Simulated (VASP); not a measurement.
Method: LDA (Ceperley-Alder, Perdew-Zunger), VASP's LDA PAW potentials (set 64) (plane waves; VASP).

A VASP calculation is set up with these files.

INCAR:
```
! general
SYSTEM  = AuAl2
PREC    = Accurate
ENCUT   = 300   ! plane-wave cut-off (eV)
LREAL   = .FALSE.   ! projection in real space or not
LASPH   = .TRUE.   ! aspherical one-centre terms

! electronic loop
EDIFF   = 1E-6   ! SCF stop (eV)
NELM    = 100   ! most electronic steps
ALGO    = Normal   ! blocked Davidson
LMAXMIX = 6

! smearing
ISMEAR  = -1   ! Fermi-Dirac
SIGMA   = 0.1   ! width (eV)

! ions
ISIF    = 2

! output
LWAVE   = .FALSE.
LCHARG  = .FALSE.
```

File POSCAR:
```
AuAl2
1
    0.0000000000     3.0000000000     3.0000000000
    3.0000000000     0.0000000000     3.0000000000
    3.0000000000     3.0000000000     0.0000000000
Al Au
2 1
Direct
  0.2490060000   0.2767770000   0.2403460000
  0.7675560000   0.7421960000   0.7393750000
 -0.0165610000  -0.0189730000   0.0202800000
```

KPOINTS:
```
kpoints
0
gamma
6 6 6
0 0 0
```

POTCAR, in this order: Al Au (LDA.64 set). Program: vasp_std.

What VASP printed:

### OSZICAR
```
       N       E                     dE             d eps       ncg     rms          rms(c)
DAV:   1     0.340972607239E+02    0.34097E+02   -0.51343E+03  2912   0.730E+02
DAV:   2    -0.143703189565E+02   -0.48468E+02   -0.44676E+02  3084   0.157E+02
DAV:   3    -0.154894251572E+02   -0.11191E+01   -0.11092E+01  3428   0.232E+01
DAV:   4    -0.154964535561E+02   -0.70284E-02   -0.70259E-02  3076   0.216E+00
DAV:   5    -0.154965330368E+02   -0.79481E-04   -0.79478E-04  3444   0.233E-01    0.917E+00
DAV:   6    -0.143025624967E+02    0.11940E+01   -0.62365E+00  3044   0.280E+01    0.401E+00
DAV:   7    -0.142122929527E+02    0.90270E-01   -0.27612E-01  2836   0.592E+00    0.188E+00
DAV:   8    -0.141732918423E+02    0.39001E-01   -0.33040E-02  3128   0.126E+00    0.410E-01
DAV:   9    -0.141717397992E+02    0.15520E-02   -0.32179E-03  3240   0.642E-01    0.212E-01
DAV:  10    -0.141717368946E+02    0.29046E-05   -0.23874E-04  3140   0.127E-01    0.357E-02
DAV:  11    -0.141717323799E+02    0.45148E-05   -0.14701E-05  3132   0.279E-02    0.114E-02
DAV:  12    -0.141717323425E+02    0.37398E-07   -0.14090E-06  1916   0.893E-03
   1 F= -.14171732E+02 E0= -.14158577E+02  d E =-.263115E-01
```

File OUTCAR:
```
------------------------ aborting loop because EDIFF is reached ----------------------------------------
  FORCE on cell =-STRESS in cart. coord.  units (eV):
  Direction    XX          YY          ZZ          XY          YZ          ZX
  --------------------------------------------------------------------------------------
  Total       -0.1631242     -0.2412344     -0.5841961     -0.3274108     -0.7491394      0.3316987
  in kB       -4.8398877     -7.1574141    -17.3330684     -9.7142618    -22.2269277      9.8414839
  external PRESSURE =      -9.7767900 kB  Pullay stress =       0.0000000 kB
  volume of cell :       54.00
      direct lattice vectors                 reciprocal lattice vectors
     0.000000000  3.000000000  3.000000000    -0.166666667  0.166666667  0.166666667
     3.000000000  0.000000000  3.000000000     0.166666667 -0.166666667  0.166666667
     3.000000000  3.000000000  0.000000000     0.166666667  0.166666667 -0.166666667
 POSITION                                       TOTAL-FORCE (eV/Angst)
 -----------------------------------------------------------------------------------
      1.55137      1.46806      1.57735        -0.485703      0.395625     -0.831145
      4.44471      4.52079      4.52926         0.388833     -0.003658     -0.457866
      3.00392      3.01116      5.89340         0.096870     -0.391966      1.289011
 -----------------------------------------------------------------------------------
    total drift:                                0.000023     -0.000103      0.000877
  FREE ENERGIE OF THE ION-ELECTRON SYSTEM (eV)
  ---------------------------------------------------
  free  energy   TOTEN  =       -14.1717323425 eV

  energy  without entropy=      -14.1454208790  energy(sigma->0) =      -14.15857661
```
(Selected blocks of OUTCAR.)

At this cut-off the stress carries a Pulay error, which pulls relaxed volumes low.

The structure is a typed AuAl2 crystal. The cell was not relaxed at this level, atoms are displaced from their ideal sites. The k-mesh is coarse (spacing up to 0.30 per Å, 2π included), so the numbers may not be converged in it. The run is one of a series of settings (GGA removed, POTCAR Al Au (LDA.64 set) against the base run), some of them coarse on purpose. The electron count is odd and the run is not spin-polarised, which forces a metal.
